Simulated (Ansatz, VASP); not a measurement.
## Cross-check of Bi (Bismuth) between VASP and Ansatz

One calculation is typed for both programs; each brings its own data sets. How far apart do they land? The cell is taken from a series of runs on this material, whose earlier steps may have relaxed, scaled, displaced or heated it; both programs get it as it stands.

Program: Ansatz 0.2.0. Level of theory: plane waves, with VASP 6.6.1 beside it; zone-centre phonons at LDA. Results are calculated unless marked as measured.

## Step 1: Set-up

Symmetry: R-3m, No. 166, trigonal system. Conventional cell: a = 4.449 Å, b = 4.449 Å, c = 11.642 Å, α = 90.00°, β = 90.00°, γ = 120.00°. Nearest to Bi lie 6 Bi at 3.05 to 3.41 Å.

Structure file:

```cif
data_structure
_symmetry_space_group_name_H-M 'R-3m:H'
_symmetry_Int_Tables_number 166
_cell_length_a 4.4489
_cell_length_b 4.4489
_cell_length_c 11.6420
_cell_angle_alpha 90.000
_cell_angle_beta 90.000
_cell_angle_gamma 120.000
_cell_volume 199.56
loop_
_atom_site_label
_atom_site_type_symbol
_atom_site_symmetry_multiplicity
_atom_site_Wyckoff_symbol
_atom_site_fract_x
_atom_site_fract_y
_atom_site_fract_z
_atom_site_occupancy
Bi1 Bi 6 c 0.00000 0.00000 0.23710 1
```

## Step 2: VASP: zone-centre phonons, LDA

Second derivatives magnify differences that forces hide, and they need a tight electronic threshold.

Lines of VASP's logs that name or quote its potential files are left out, and so is its time.

The input, INCAR:

```
SYSTEM = Bi
PREC = Accurate
ENCUT = 500
EDIFF = 1E-08
NELM = 120
ISMEAR = 1
SIGMA = 0.2
LREAL = .FALSE.
ALGO = Normal
GGA = CA
NBANDS = 21
LORBIT = 11
LWAVE = .FALSE.
LCHARG = .FALSE.
ISIF = 2
IBRION = 8
LASPH = .TRUE.
GGA_COMPAT = .FALSE.
KPAR = 2
```

The input, POSCAR:

```
Bi
1.0
    2.2244599174      1.2842925321      3.8806553896
   -2.2244599174      1.2842925321      3.8806553896
    0.0000000000     -2.5685850642      3.8806553896
Bi
2
Direct
    0.2370974676      0.2370974676      0.2370974676
    0.7629025324      0.7629025324      0.7629025324
```

The input, KPOINTS:

```
Automatic mesh
0
Gamma
12 12 12
0 0 0
```

The projector-augmented-wave data sets are Bi_d (LDA family, release 64).

Launch:

```sh
mpirun -np 2 vasp_std
```

Numbers of over 12 decimals in the logs are rounded to 6 here.

What it wrote:

```text
[banner, memory and clock lines left out]
running    2 mpi-ranks, on    1 nodes
 distrk:  each k-point on    1 cores,    2 groups
 distr:  one band on    1 cores,    1 groups

 POSCAR found type information on POSCAR Bi
 POSCAR found :  1 types and       2 ions
 LDA part: xc-table for (Slater(with rela. corr.)+CA(PZ))
 , standard interpolation
 POSCAR, INCAR and KPOINTS ok, starting setup
 FFT: planning ... GRIDC
 FFT: planning ... GRID_SOFT
 FFT: planning ... GRID
 WAVECAR not read
 entering main loop
       N       E                     dE             d eps       ncg     rms          rms(c)
DAV:   1     0.300822224263E+03    0.30082E+03   -0.16079E+04  7951   0.171E+03
DAV:   2     0.161512286624E+02   -0.28467E+03   -0.27863E+03  7993   0.442E+02
DAV:   3    -0.826176855831E+01   -0.24413E+02   -0.24106E+02  9459   0.146E+02
DAV:   4    -0.910384143249E+01   -0.84207E+00   -0.84114E+00  9459   0.299E+01
DAV:   5    -0.914393036777E+01   -0.40089E-01   -0.40088E-01 11368   0.583E+00    0.109E+00
DAV:   6    -0.912820059392E+01    0.15730E-01   -0.18934E-02 10309   0.153E+00    0.627E-01
DAV:   7    -0.912095834316E+01    0.72423E-02   -0.12760E-02 10083   0.127E+00    0.105E-01
DAV:   8    -0.912089253024E+01    0.65813E-04   -0.13343E-03  9101   0.450E-01    0.169E-02
DAV:   9    -0.912089762479E+01   -0.50945E-05   -0.62261E-05 11858   0.677E-02    0.760E-03
DAV:  10    -0.912089750765E+01    0.11714E-06   -0.26627E-06  9745   0.111E-02    0.152E-03
DAV:  11    -0.912089756262E+01   -0.54972E-07   -0.18122E-07 10197   0.334E-03    0.605E-04
DAV:  12    -0.912089756782E+01   -0.51969E-08   -0.24492E-08  7719   0.122E-03
   1 F= -.91208976E+01 E0= -.91214041E+01  d E =0.151974E-02
 Linear response reoptimize wavefunctions to high precision
DAV:   1    -0.912089756720E+01    0.61846E-09   -0.37806E-09  5906   0.742E-04
DAV:   2    -0.912089756724E+01   -0.40018E-10   -0.69727E-10  5324   0.285E-04
 Linear response DOF=           2
 Linear response progress:
  Degree of freedom:   1/  2
       N       E                     dE             d eps       ncg     rms          rms(c)
RMM:   1    -0.330388516148E+00   -0.33039E+00    0.24069E-01 48322   0.847E+00
RMM:   2    -0.339154262243E+00   -0.87657E-02   -0.20933E-02 62315   0.120E+00    0.436E-02
RMM:   3    -0.339387055136E+00   -0.23279E-03   -0.17461E-03 66871   0.338E-01    0.247E-02
RMM:   4    -0.339296106297E+00    0.90949E-04   -0.14325E-04 69249   0.104E-01    0.577E-03
RMM:   5    -0.339306126723E+00   -0.10020E-04   -0.19494E-05 64877   0.339E-02    0.241E-03
RMM:   6    -0.339313183123E+00   -0.70564E-05   -0.35364E-06 67776   0.150E-02    0.976E-04
RMM:   7    -0.339313011025E+00    0.17210E-06    0.21274E-07 67543   0.493E-03    0.350E-04
RMM:   8    -0.339308935356E+00    0.40757E-05   -0.18805E-07 69253   0.179E-03    0.102E-04
RMM:   9    -0.339307536299E+00    0.13991E-05    0.78063E-08 69423   0.769E-04    0.320E-05
RMM:  10    -0.339307238492E+00    0.29781E-06    0.19192E-07 71569   0.368E-04    0.127E-05
RMM:  11    -0.339307244209E+00   -0.57168E-08    0.64891E-08 72797   0.214E-04    0.112E-05
 first order change of Fermi-energy  -0.15203E-04
 force on displaced ion       1 direction 1 :  -1.975   0.000   0.000
 Linear response progress:
  Degree of freedom:   2/  2
       N       E                     dE             d eps       ncg     rms          rms(c)
RMM:   1    -0.331896644815E+00   -0.33190E+00    0.25291E-01 10518   0.851E+00
RMM:   2    -0.340565094983E+00   -0.86685E-02   -0.20141E-02 13584   0.119E+00    0.405E-02
RMM:   3    -0.340703495499E+00   -0.13840E-03   -0.16368E-03 14594   0.328E-01    0.225E-02
RMM:   4    -0.340544373485E+00    0.15912E-03   -0.14237E-04 14856   0.106E-01    0.579E-03
RMM:   5    -0.340555014806E+00   -0.10641E-04   -0.17367E-05 14899   0.326E-02    0.327E-03
RMM:   6    -0.340565812577E+00   -0.10798E-04   -0.30345E-06 13978   0.144E-02    0.824E-04
RMM:   7    -0.340566782496E+00   -0.96992E-06   -0.41938E-07 14716   0.491E-03    0.554E-04
RMM:   8    -0.340564330896E+00    0.24516E-05   -0.38251E-08 13109   0.184E-03    0.853E-05
RMM:   9    -0.340563904744E+00    0.42615E-06    0.11788E-07 15383   0.863E-04    0.557E-05
RMM:  10    -0.340563691692E+00    0.21305E-06   -0.31805E-09 14686   0.344E-04    0.362E-05
RMM:  11    -0.340563516984E+00    0.17471E-06   -0.74285E-08 14549   0.197E-04    0.895E-06
RMM:  12    -0.340563532987E+00   -0.16003E-07   -0.51717E-08 15441   0.129E-04    0.257E-06
RMM:  13    -0.340563538684E+00   -0.56969E-08   -0.21677E-08 15747   0.928E-05    0.114E-06
 first order change of Fermi-energy   0.19910E+00
 force on displaced ion       1 direction 3 :   0.000   0.000  -4.043
 Linear response finished
```

Parts of OUTCAR (step 2):

```text
ion  position               nearest neighbor table
   1  0.237  0.237  0.237-   2 3.05   2 3.05   2 3.05   2 3.41   2 3.41   2 3.41
   2  0.763  0.763  0.763-   1 3.05   1 3.05   1 3.05   1 3.41   1 3.41   1 3.41

  LATTYP: Found a trigonal (rhomboedric) cell.
 ALAT       =     4.6537206067
 COS(alpha) =     0.5430396142

 Subroutine GETGRP returns: Found 12 space group operations
 (whereof 12 operations were pure point group operations)

The static configuration has the point symmetry D_3d.

 Found    189 irreducible k-points:

   k-points           NKPTS =    189   k-points in BZ     NKDIM =    189   number of bands    NBANDS=     21

   dimension x,y,z NGX =    36 NGY =   36 NGZ =   36
   dimension x,y,z NGXF=    72 NGYF=   72 NGZF=   72

   ENCUT  =  500.0 eV  36.75 Ry    6.06 a.u.   8.48  8.48  8.48*2*pi/ulx,y,z

   NELECT =      30.0000    total number of electrons

 k-points in reciprocal lattice and weights: Automatic mesh
   0.00000000  0.00000000  0.00000000       0.001
   0.08333333  0.00000000  0.00000000       0.003
   0.16666667 -0.00000000  0.00000000       0.003
   0.25000000  0.00000000  0.00000000       0.003
   0.33333333  0.00000000  0.00000000       0.003
   0.41666667  0.00000000  0.00000000       0.003
   0.50000000  0.00000000  0.00000000       0.002
   0.08333333  0.08333333  0.00000000       0.003
   0.16666667  0.08333333  0.00000000       0.007
[...]
-0.41666667  0.50000000  0.41666667       0.003
   0.50000000  0.50000000  0.50000000       0.001

 average (electrostatic) potential at core
       1-104.1097       2-104.1097

  Total        0.3777020      0.3777020      0.0297603      0.0000000      0.0000000      0.0000000
  in kB        9.0973513      9.0973513      0.7168080      0.0000000      0.0000000      0.0000000
  external PRESSURE =       6.3038369 kB  Pullay stress =       0.0000000 kB

  energy-cutoff  :      500.00
  volume of cell :       66.52
      direct lattice vectors                 reciprocal lattice vectors
     2.224459917  1.284292532  3.880655390     0.224773661  0.129773134  0.085896144
    -2.224459917  1.284292532  3.880655390    -0.224773661  0.129773134  0.085896144
     0.000000000 -2.568585064  3.880655390     0.000000000 -0.259546268  0.085896144

 POSITION                                       TOTAL-FORCE (eV/Angst)
 -----------------------------------------------------------------------------------
      0.00000      0.00000      2.76028         0.000000     -0.000000      0.019288
      0.00000      0.00000      8.88169         0.000000      0.000000     -0.019288
 -----------------------------------------------------------------------------------
    total drift:                               -0.000000      0.000000     -0.000000

 Eigenvectors and eigenvalues of the dynamical matrix
 ----------------------------------------------------

   1 f  =    3.075116 THz    19.321524 2PiTHz  102.574831 cm-1    12.717652 meV
             X         Y         Z           dx          dy          dz
      0.000000  0.000000  2.760281     0.000000    0.000000    0.707107
      0.000000  0.000000  8.881685    -0.000000    0.000000   -0.707107

   2 f  =    2.149191 THz    13.503765 2PiTHz   71.689295 cm-1     8.888336 meV
             X         Y         Z           dx          dy          dz
      0.000000  0.000000  2.760281     0.707107   -0.000000   -0.000000
      0.000000  0.000000  8.881685    -0.707107    0.000000    0.000000

   3 f  =    2.149191 THz    13.503765 2PiTHz   71.689295 cm-1     8.888336 meV
             X         Y         Z           dx          dy          dz
      0.000000  0.000000  2.760281     0.000000   -0.707107   -0.000000
      0.000000  0.000000  8.881685     0.000000    0.707107    0.000000

   4 f  =    0.000000 THz     0.000000 2PiTHz    0.000001 cm-1     0.000000 meV
             X         Y         Z           dx          dy          dz
      0.000000  0.000000  2.760281     0.069995    0.703634   -0.000000
      0.000000  0.000000  8.881685     0.069995    0.703634    0.000000

   5 f  =    0.000000 THz     0.000000 2PiTHz    0.000000 cm-1     0.000000 meV
             X         Y         Z           dx          dy          dz
      0.000000  0.000000  2.760281     0.000000    0.000000    0.707107
      0.000000  0.000000  8.881685    -0.000000    0.000000    0.707107

   6 f/i=    0.000000 THz     0.000000 2PiTHz    0.000001 cm-1     0.000000 meV
             X         Y         Z           dx          dy          dz
      0.000000  0.000000  2.760281     0.703634   -0.069995   -0.000000
      0.000000  0.000000  8.881685     0.703634   -0.069995    0.000000

 ELASTIC MODULI CONTR FROM IONIC RELAXATION (kBar)
 Direction    XX          YY          ZZ          XY          YZ          ZX
 --------------------------------------------------------------------------------
 XX        -167.1732     31.8657   -116.5551      0.0000    193.6410      0.0000
 YY          31.8657   -167.1732   -116.5551     -0.0000   -193.6410     -0.0000
 ZZ        -116.5551   -116.5551   -200.8032     -0.0000     -0.0000      0.0000
 XY           0.0000     -0.0000     -0.0000    -99.5194     -0.0000    191.0457
 YZ         193.6410   -193.6410     -0.0000     -0.0000   -376.7790     -0.0000
 ZX           0.0000     -0.0000      0.0000    191.0457     -0.0000   -366.7472
 --------------------------------------------------------------------------------
```

## Step 3: Ansatz: zone-centre phonons, LDA

Ansatz runs on its PAW soft_1 files.

The same cell, functional (in two slightly different forms), mesh and smearing now go to Ansatz, which takes its cutoff from its data sets.

The input, input.yaml:

```yaml
crystal:
  lattice:
    - [2.2244599174, 1.2842925321, 3.8806553896]
    - [-2.2244599174, 1.2842925321, 3.8806553896]
    - [0.0, -2.5685850642, 3.8806553896]
  atoms:
    - { symbol: Bi, position: [0.2370974676, 0.2370974676, 0.2370974676] }
    - { symbol: Bi, position: [0.7629025324, 0.7629025324, 0.7629025324] }
kpoints:
  mp_grid: { grid: [12, 12, 12] }
hamiltonian:
  xc: lda
  pseudopotentials: { kind: paw, azcp: { folder: soft_1 }, xc_functional: pbe }
scf:
  occupations: { method: methfessel_paxton, width: 0.2 }
output:
  eigenvalues: true
phonons:
  method: dfpt
```

Launch:

```sh
ansatz run input.yaml --threads 4 --pin off --max-ram 10240MiB --backend cpu --events-out ev --progress --plain --runs-dir out
```

What it wrote:

```text
Engine: ansatz 0.2.0, aarch64-unknown-linux-gnu
Pseudopotentials: kind: paw
Pseudopotential: Bi, paw, valence charge 15, recommended cutoff 420 eV (normal), soft_1/Bi.paw.azcp
Functional definition: SPW92
  exchange = slater_x
  correlation = pw_c
Crystal: 2 atoms, lattice volume = 66.519 Å³
Basis set: ecut = 420 eV, 1309 PW (Γ), exchange–correlation on 64×64×64 points (8 copies of the dense FFT grid, shifted against one another)
Bands: 19, of which v1, the nominal top of the filled ones, is band 15 counted from 1 (14 counted from 0)
Symmetry: 12 space group operations
k-points: 476 of 1728 (irreducible under 2 space group operations, time reversal used)
Non-local potential: Bi, projectors of the file, l = 0: 2, l = 1: 2, l = 2: 2, l = 3: 1
PAW form: soft (Blöchl's): semilocal exchange-correlation on the pseudo side does not see the compensation charge
PAW frozen core: Bi, regenerated for the run's functional, and the local potential with it (the file was generated under x = pbe(κ = 0.804, μ = 0.219515), c = pbe(β = 0.066725))
PAW one-centre angular grid: Bi, 590 points (default); XC on 64 Gauss nodes
Initial density: superposition of atomic densities (chi_scale 0.1, normalization cell)
Initial wavefunctions: pseudopotential atomic-orbital guess
Functional: x = slater, c = lda
SCF iter   1: F=—  HF=-24175.707328 eV  |F-HF|=—  |Δ(HF+E_count)|=         —  Δρ=1.18e-2  dr2=8.07e-2  ethr=3.10e-3  ⟨swp⟩=5.5  Hψ=43646  notcnv=0
preconditioner: auto → Kerker (q_TF=auto, 2.389 Å⁻¹)  [metal: Δε(μ)=0.066 eV  Ē_g=20.335 eV  σ=0.200 eV  W_gap=0.27  n_scr=14 (ndim 8)  ℏωp=24.9 eV  f_vac=0.000  D(μ)=0.22/eV (n_scr^D=0)]
SCF iter   2: F=—  HF=-24175.690570 eV  |F-HF|=—  |Δ(HF+E_count)|=   1.68e-2  S|Δr|=    0.00e0  Δρ=7.42e-3  dr2=3.43e-2  ethr=2.69e-4  ⟨swp⟩=1.0  Hψ=12852  notcnv=0
SCF iter   3: F=—  HF=-24175.682894 eV  |F-HF|=—  |Δ(HF+E_count)|=   7.68e-3  S|Δr|=    0.00e0  Δρ=1.06e-3  dr2=1.30e-3  ethr=1.14e-4  ⟨swp⟩=2.1  Hψ=16206  notcnv=0
SCF iter   4: F=—  HF=-24175.682701 eV  |F-HF|=—  |Δ(HF+E_count)|=   1.93e-4  S|Δr|=    0.00e0  Δρ=3.44e-4  dr2=1.26e-4  ethr=4.34e-6  ⟨swp⟩=3.0  Hψ=16256  notcnv=0
SCF iter   5: F=—  HF=-24175.682699 eV  |F-HF|=—  |Δ(HF+E_count)|=   1.46e-6  S|Δr|=    0.00e0  Δρ=1.49e-4  dr2=1.79e-5  ethr=4.20e-7  ⟨swp⟩=2.0  Hψ=15919  notcnv=0
SCF iter   6: F=—  HF=-24175.682686 eV  |F-HF|=—  |Δ(HF+E_count)|=   1.34e-5  S|Δr|=    0.00e0  Δρ=2.09e-5  dr2=4.18e-7  ethr=5.98e-8  ⟨swp⟩=2.0  Hψ=16190  notcnv=0
SCF iter   7: F=—  HF=-24175.682689 eV  |F-HF|=—  |Δ(HF+E_count)|=   3.01e-6  S|Δr|=    0.00e0  Δρ=5.06e-6  dr2=3.10e-8  ethr=1.39e-9  ⟨swp⟩=2.0  Hψ=11485  notcnv=0
SCF iter   8: F=—  HF=-24175.682689 eV  |F-HF|=—  |Δ(HF+E_count)|=   3.00e-9  S|Δr|=    0.00e0  Δρ=1.59e-6  dr2=2.55e-9  ethr=1.03e-10  ⟨swp⟩=2.7  Hψ=16386  notcnv=0
SCF iter   9: F=—  HF=-24175.682689 eV  |F-HF|=—  |Δ(HF+E_count)|=  5.13e-10  S|Δr|=    0.00e0  Δρ=3.21e-7  dr2=1.29e-10  ethr=8.50e-12  ⟨swp⟩=3.0  Hψ=16194  notcnv=0
SCF iter  10: F=—  HF=-24175.682689 eV  |F-HF|=—  |Δ(HF+E_count)|=  7.28e-12  S|Δr|=    0.00e0  Δρ=1.16e-7  dr2=2.19e-11  ethr=1.00e-12  ⟨swp⟩=1.0  Hψ=9044  notcnv=0
SCF iter  11: F=-24175.682689 eV  HF=-24175.682689 eV  |F-HF|=7.28e-12  |Δ(HF+E_count)|=  1.09e-11  S|Δr|=    0.00e0  Δρ=3.96e-8  dr2=1.63e-12  ethr=1.00e-12  ⟨swp⟩=5.2  Hψ=34989  notcnv=0
SCF 1 converged in 11 iterations: F = -24175.682689 eV  dr2 = 1.63e-12
  greatest PAW one-centre occupation: 0.988 electrons in one spin orbital (limit 2), on the Bi atom at site 1 (counted from 0), in its partial waves of l = 2
DFPT response loops at Γ: preconditioner auto → Kerker (q_TF=auto, 2.389 Å⁻¹) (partly filled bands, converged f_vac=0.000); β = 1.00, the filter's whole step (`scf.mixing.beta` (0.50) is not read by the response loops under this deck's `scf.mixing.preconditioner`; to damp them name `kerker` or `kerker_dos`, under which they read `scf.mixing.beta`, and type it under 1.00, their step now; both keys bind the ground state too); Broyden in place of MSR1
SCF converged after 11 iterations
Stability not checked: this state was not tested for a lower state beside it, because cold or Methfessel-Paxton smearing, or corrected tetrahedra, fill the levels in a way that the test cannot read (fill_not_monotonic; see scf.lower_state_search)
Free energy (F): -24175.682689 eV
Harris-Foulkes:  -24175.682689 eV  (|F-HF|=7.28e-12)
Internal energy: -24175.684171 eV  (E = F + TS)
E sigma→0 (E₀):  -24175.683060 eV
Entropy (-TS):   0.001482 eV (0.741 meV/atom)
Fermi energy:    10.266518 eV
--- Per-component energies (eV) ---
  E_band       = -202.400677
  E_kinetic    = 511.637722
  E_local      = -2633.878595  (includes V_loc(G=0)·N_el)
  E_nonlocal   = 825.216583
  E_hartree    = 977.375323
  E_xc         = -301.985546
  E_vxc        = -263.793581  (∫ρ·V_xc dr)
  E_paw        = -20705.277068  (= ΣΔE_a)
  E_vpaw       = -596.333870  (= ΣTr[D̂ρ^β])
  E_aug_tail   = 0.000411  (compensation charges beyond the density's cutoff)
  E_ewald      = -2848.763359
  E_core_change = -0.009642  (= ΣΔE_core)
  E_smearing   = 0.001482  (= −TS)
  E_closure    = -0.000000  (closes the sum)
  Σ components = -24175.682689   (vs F -24175.682689, Δ=0.00e0)
--- Band table (eV; the first three rows and the last of 476) ---
  k-point 0: bands = [... 11 lower, 2.8553, 8.5305, 9.0100, 9.0100, 13.0592, 13.3348, 13.3348, 15.7373]
  k-point 1: bands = [... 11 lower, 2.6815, 8.5756, 9.0103, 9.0148, 12.8962, 12.9919, 13.1371, 15.5230]
  k-point 2: bands = [... 11 lower, 2.2057, 8.6721, 9.0176, 9.0532, 12.1743, 12.5592, 12.6510, 15.2773]
  k-point 475: bands = [... 11 lower, -0.1032, 9.5141, 9.7652, 9.7652, 10.8164, 10.8164, 10.9219, 17.5408]
--- Phonons (Γ-DFPT): 2 representative perturbations + reference, on 476 of 1728 k-points (Σ response iterations 4) ---
  k mesh reduced under 2 symmetry operations, with k and −k counted as one. Each operation leaves every solved perturbation unchanged. A smaller set is not used because it would not reduce the number of displacements times k-points to solve
  ASR residual: 3.129e-4 → 0.000e0 eV/Å²; symmetrization residual: 1.763e-5 eV/Å²
  ASR residual per site (eV/Å²): 3.13e-4 3.13e-4
  Γ frequencies (cm⁻¹): 0.00 0.00 0.00 70.28 70.28 101.85
  non-analytic LO–TO correction: not included (Born effective charges unavailable; polar crystals: no LO–TO splitting at Γ)
```

## Step 4: Differences

Known differences besides the potentials themselves: the two LDA forms differ slightly; the cutoff is 420 eV in Ansatz and 500 eV in VASP; VASP's log shows a relativistic correction to its local exchange, Ansatz's none. Total energies have different zeros and are not compared.

Both answers:

```tsv
quantity	Ansatz	VASP	difference
optical mode 1 to 2 (cm⁻¹)	70.3	71.7	-1.97 %
optical mode 3 (cm⁻¹)	101.8	102.6	-0.71 %
```

Modes are paired by rising frequency, not by their patterns, so a pair may set unlike modes beside each other; they are those without the splitting of longitudinal modes.

## Step 5: Outcome

```json
{
  "r.m.s. difference of the optical zone-centre modes, each program's sorted by frequency (zone-centre phonons, LDA)": "1.2 cm⁻¹",
  "difference in optical mode 1 to 2 (zone-centre phonons, LDA)": "-2.0 %"
}
```

What this shows: The r.m.s. difference of the optical zone-centre modes, each program's sorted by frequency is 1.2 cm⁻¹ (zone-centre phonons, LDA). Among the rows given in per cent, the largest difference of the zone-centre phonons, LDA pair is in optical mode 1 to 2, -2.0 %. Such differences can come from data sets, numerical settings and the points named under the comparisons, not from the functional's error against experiment.

[Lines on the potential files, build, host, timing and source positions are cut from VASP's logs without a mark.]

[Logs are printed without paths, hosts, clocks, repeated set-up lines and the standing remarks that a program may print on its own settings, such as how far it seeks lower states.]

[Hosts, paths, dates, database ids (printed as entryN), source tags and the programs' standing remarks are cut or masked in the printed files.]
